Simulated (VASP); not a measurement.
Entries from a set of simulations; values are calculated unless marked as measured.

```cif
data_ag
_symmetry_space_group_name_H-M 'P 1'
_symmetry_Int_Tables_number 1
_cell_length_a 4.0900
_cell_length_b 2.8921
_cell_length_c 26.6762
_cell_angle_alpha 90.000
_cell_angle_beta 90.000
_cell_angle_gamma 90.000
_cell_volume 315.54
loop_
_atom_site_label
_atom_site_type_symbol
_atom_site_fract_x
_atom_site_fract_y
_atom_site_fract_z
_atom_site_occupancy
Ag1 Ag 0.00000 0.00000 0.33738 1
Ag2 Ag 0.50000 0.50000 0.39159 1
Ag3 Ag 0.00000 0.00000 0.44579 1
Ag4 Ag 0.50000 0.50000 0.50000 1
Ag5 Ag 0.00000 0.00000 0.55421 1
Ag6 Ag 0.50000 0.50000 0.60841 1
Ag7 Ag 0.00000 0.00000 0.66262 1
_calc_subject 'Ag(110), as cut: electronic structure'
_calc_method 'PBE; plane waves and PAW (Ag) (and 1 further level or step)'
_calc_program 'VASP 6.6.1'
_calc_settings_of_one_run 'field 0.1, PAW datasets (Ag), PAW release PBE 64, 12×18×1 k-mesh, ENCUT 300 eV, ISMEAR -1, SIGMA 0.1 eV'
_calc_notes 'The cell in the plane was kept as given and was not relaxed here.'
_calc_work_function_of_the_slab '4.12 eV'
_calc_polarisability_per_area_of_the_slab_or_monolayer '0.918 Å'
```

[Lines on the potential files, build, host, timing and source positions are cut from VASP's logs without a mark.]

[Logs are printed without paths, hosts, clocks, repeated set-up lines and the standing remarks that a program may print on its own settings, such as how far it seeks lower states.]

[Hosts, paths, dates, database ids (printed as entryN), source tags and the programs' standing remarks are cut or masked in the printed files.]

[In band tables of VASP the shares of atoms and orbitals are scaled to a sum of 1 inside the atoms' spheres.]

[Runs that stopped without an error message from VASP are left out.]
